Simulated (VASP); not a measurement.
All values below come from PBE GGA, VASP's PBE PAW potentials (set 64) (plane waves; VASP 6.6.1).

VASP ran on this input.

**POSCAR**
```
Mo3Ir
1
   -1.9284800000     1.9284800000     4.2955810000
    1.9284800000    -1.9284800000     4.2955810000
    1.9284800000     1.9284800000    -4.2955810000
Mo Ir
3 1
Direct
  0.5000000000   0.5000000000   0.0000000000
  0.7500000000   0.2500000000   0.5000000000
  0.2500000000   0.7500000000   0.5000000000
  0.0000000000   0.0000000000   0.0000000000
```

**KPOINTS**
```
Automatic mesh
0
Gamma
3 3 3
0 0 0
```

INCAR:
```
ALGO=Normal
EDIFF=1E-6
ENCUT=300
GGA=PE
ISIF=2
ISMEAR=-1
LASPH=.TRUE.
LCHARG=.FALSE.
LMAXMIX=6
LREAL=.FALSE.
LWAVE=.FALSE.
NELM=100
PREC=Accurate
SIGMA=0.1
SYSTEM=Mo3Ir
```

POTCAR, in this order: Mo_sv Ir (PBE.64 set). Program: vasp_std.

Output

### OUTCAR
```
 ion  position               nearest neighbor table
   1  0.500  0.500  0.000-   4 2.73   4 2.73   4 2.73   4 2.73   3 2.89   2 2.89   3 2.89   2 2.89
                             3 2.89   3 2.89   2 2.89   2 2.89
   2  0.750  0.250  0.500-   3 2.73   3 2.73   3 2.73   3 2.73   4 2.89   1 2.89   4 2.89   4 2.89
                             1 2.89   1 2.89   4 2.89   1 2.89
   3  0.250  0.750  0.500-   2 2.73   2 2.73   2 2.73   2 2.73   4 2.89   1 2.89   4 2.89   1 2.89
                             4 2.89   4 2.89   1 2.89   1 2.89
   4  0.000  0.000  0.000-   1 2.73   1 2.73   1 2.73   1 2.73   3 2.89   2 2.89   3 2.89   3 2.89
                             2 2.89   2 2.89   3 2.89   2 2.89
  LATTYP: Found a body centered tetragonal cell.
 ALAT       =     3.8569600000
 C/A-ratio  =     2.2274438936
 Subroutine PRICEL returns:
 Original cell was already a primitive cell.
 Subroutine GETGRP returns: Found 16 space group operations
The static configuration has the point symmetry D_4h.
The dynamic configuration has the point symmetry D_4h.
 Subroutine INISYM returns: Found 16 space group operations
 Subroutine IBZKPT returns following result:
 Found      6 irreducible k-points:

 Following reciprocal coordinates:
            Coordinates               Weight
  0.000000  0.000000  0.000000      1.000000
  0.333333 -0.000000  0.000000      8.000000
  0.333333  0.333333  0.000000      8.000000
 -0.333333  0.333333  0.000000      4.000000
 -0.333333  0.333333  0.333333      4.000000
 -0.333333 -0.333333  0.333333      2.000000
   k-points           NKPTS =      6   k-points in BZ     NKDIM =      6   number of bands    NBANDS=     30
   number of dos      NEDOS =    301   number of ions     NIONS =      4
   total plane-waves  NPLWV =  27000
   dimension x,y,z NGX =    30 NGY =   30 NGZ =   30
   dimension x,y,z NGXF=    60 NGYF=   60 NGZF=   60
   ions per type =               3   1
   PREC   = accura    normal or accurate (medium, high low for compatibility)
   ISTART =      0    job   : 0-new  1-cont  2-samecut
   ICHARG =      2    charge: 1-file 2-atom 10-const
   ISPIN  =      1    spin polarized calculation?
   LNONCOLLINEAR =      F non collinear calculations
   LSORBIT =      F    spin-orbit coupling
   INIWAV =      1    electr: 0-lowe 1-rand  2-diag
   ENCUT  =  300.0 eV  22.05 Ry    4.70 a.u.   7.19  7.19  7.19*2*pi/ulx,y,z
   NELM   =    100;   NELMIN=  2; NELMDL= -5     # of ELM steps
   EDIFF  = 0.1E-05   stopping-criterion for ELM
   LREAL  =      F    real-space projection
   NLSPLINE    = F    spline interpolate recip. space projectors
   LMAXMIX     =    6 max onsite mixed and CHGCAR
   VOSKOWN=      0    Vosko Wilk Nusair interpolation
   EDIFFG = 0.1E-04   stopping-criterion for IOM
   NSW    =      0    number of steps for IOM
   NBLOCK =      1;   KBLOCK =      1    inner block; outer block
   IBRION =     -1    ionic relax: 0-MD 1-quasi-New 2-CG
   NFREE  =      0    steps in history (QN), initial steepest desc. (CG)
   ISIF   =      2    stress and relaxation
   ISYM   =      2    0-nonsym 1-usesym 2-fastsym
   TEIN   =    0.0    initial temperature
   TEBEG  =    0.0;   TEEND  =   0.0 temperature during run
   SMASS  =  -3.00    Nose mass-parameter (am)
   PSTRESS=    0.0 pullay stress
   NELECT =      51.0000    total number of electrons
   EFERMI =   0.00;   METHOD = LEGACY
   ISMEAR =    -1;   SIGMA  =   0.10  broadening in eV -4-tet -1-fermi 0-gaus
   IALGO  =     38    algorithm
   LDIAG  =      T    sub-space diagonalisation (order eigenvalues)
   IMIX   =      4    mixing-type and parameters
     AMIX     =   0.40;   BMIX     =  1.00
     AMIX_MAG =   1.60;   BMIX_MAG =  1.00
     AMIN     =   0.10
   GGA     = PE    functional components
   VOSKOWN =     0    Vosko Wilk Nusair interpolation
   LHFCALC =     F    Hartree Fock is set to
   LHFONE  =     F    Hartree Fock one center treatment
   AEXX    =    0.0000 exact exchange contribution
   IVDW    =     0    specifies the selected vdW correction
...
```

OSZICAR:
```
       N       E                     dE             d eps       ncg     rms          rms(c)
DAV:   1     0.452609139213E+03    0.45261E+03   -0.23181E+04   392   0.116E+03
DAV:   2    -0.203087387486E+02   -0.47292E+03   -0.45937E+03   384   0.458E+02
DAV:   3    -0.433181962259E+02   -0.23009E+02   -0.22200E+02   496   0.808E+01
DAV:   4    -0.442186680829E+02   -0.90047E+00   -0.87419E+00   430   0.144E+01
DAV:   5    -0.442539417059E+02   -0.35274E-01   -0.34815E-01   466   0.274E+00    0.248E+01
DAV:   6    -0.419545533090E+02    0.22994E+01   -0.58120E+00   440   0.187E+01    0.707E+00
DAV:   7    -0.417706842797E+02    0.18387E+00   -0.32060E+00   462   0.110E+01    0.350E+00
DAV:   8    -0.415690618263E+02    0.20162E+00   -0.13433E+00   486   0.654E+00    0.136E+00
DAV:   9    -0.415542009970E+02    0.14861E-01   -0.59301E-02   478   0.182E+00    0.417E-01
DAV:  10    -0.415531362964E+02    0.10647E-02   -0.11005E-02   564   0.818E-01    0.196E-01
DAV:  11    -0.415526750278E+02    0.46127E-03   -0.22632E-03   514   0.402E-01    0.815E-02
DAV:  12    -0.415526826162E+02   -0.75884E-05   -0.12104E-04   452   0.727E-02    0.181E-02
DAV:  13    -0.415526824584E+02    0.15774E-06   -0.10408E-05   420   0.291E-02    0.616E-03
DAV:  14    -0.415526818786E+02    0.57981E-06   -0.10301E-06   258   0.801E-03
   1 F= -.41552682E+02 E0= -.41489513E+02  d E =-.126338E+00
```

**OUTCAR**
```
------------------------ aborting loop because EDIFF is reached ----------------------------------------
  FORCE on cell =-STRESS in cart. coord.  units (eV):
  Direction    XX          YY          ZZ          XY          YZ          ZX
  --------------------------------------------------------------------------------------
  Total       -1.0578347     -1.0578347     -5.3148910      0.0000000     -0.0000000      0.0000000
  in kB      -26.5226075    -26.5226075   -133.2578381      0.0000000     -0.0000000      0.0000000
  external PRESSURE =     -62.1010177 kB  Pullay stress =       0.0000000 kB
  volume of cell :       63.90
      direct lattice vectors                 reciprocal lattice vectors
    -1.928480000  1.928480000  4.295581000     0.000000000  0.259271551  0.116398690
     1.928480000 -1.928480000  4.295581000     0.259271551  0.000000000  0.116398690
     1.928480000  1.928480000 -4.295581000     0.259271551  0.259271551  0.000000000
 POSITION                                       TOTAL-FORCE (eV/Angst)
 -----------------------------------------------------------------------------------
      0.00000      0.00000      4.29558         0.000000     -0.000000     -0.000000
      0.00000      1.92848      2.14779         0.000000     -0.000000     -0.000000
      1.92848      0.00000      2.14779        -0.000000      0.000000      0.000000
      0.00000      0.00000      0.00000         0.000000     -0.000000     -0.000000
 -----------------------------------------------------------------------------------
    total drift:                                0.000000     -0.000000      0.000000
  FREE ENERGIE OF THE ION-ELECTRON SYSTEM (eV)
  ---------------------------------------------------
  free  energy   TOTEN  =       -41.5526818786 eV

  energy  without entropy=      -41.4263440803  energy(sigma->0) =      -41.48951298
```
(Selected blocks of OUTCAR.)

At this cut-off the stress carries a Pulay error, which pulls relaxed volumes low.

The structure was generated: Mo3Ir was put into an ordered model structure, which need not be its known phase. The cell was not relaxed at this level. The k-mesh is coarse (spacing up to 0.77 per Å, 2π included), so the numbers may not be converged in it. The run is one of a series of settings (KPOINTS 3×3×3 Γ-centred mesh against the base run), some of them coarse on purpose. The electron count is odd and the run is not spin-polarised, which forces a metal.
